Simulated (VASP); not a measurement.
Here is the system:

```
CELL_PARAMETERS angstrom
      4.33005     0.00000     0.00000
     -2.16503     3.74994     0.00000
      0.00000     0.00000     4.88124
ATOMIC_POSITIONS crystal
  V  0.33333 0.66667 0.93749
  V  0.66667 0.33333 0.43749
  Al 0.33333 0.66667 0.43751
  Al 0.66667 0.33333 0.93751
```

Computed with PBEsol GGA, VASP's PBE PAW potentials (set 64) (plane waves; VASP 6.6.1). Run with 400 eV cut-off, 9×9×7 Γ-centred mesh, tetrahedra with Blöchl corrections, potentials V_sv Al.

The cores are frozen, which limits the accuracy of field gradients.

Problem. Give the principal components of the electric field gradient (V/Å²) and the asymmetry η at each nucleus.

Solution. 
```tsv
atom	Vxx	Vyy	Vzz	η
V1	33.4	33.4	-66.9	0.00
V2	33.4	33.4	-66.9	0.00
Al3	7.5	7.5	-15.1	0.00
Al4	7.5	7.5	-15.1	0.00
```

The structure was generated: VAl was put into the wurtzite type (P6_3mc), which need not be its known phase. It was relaxed first, which changed the volume by -37 %. The relaxed cell has space group P6_3/mmc. The run is not spin-polarised, so no magnetic state was tried.
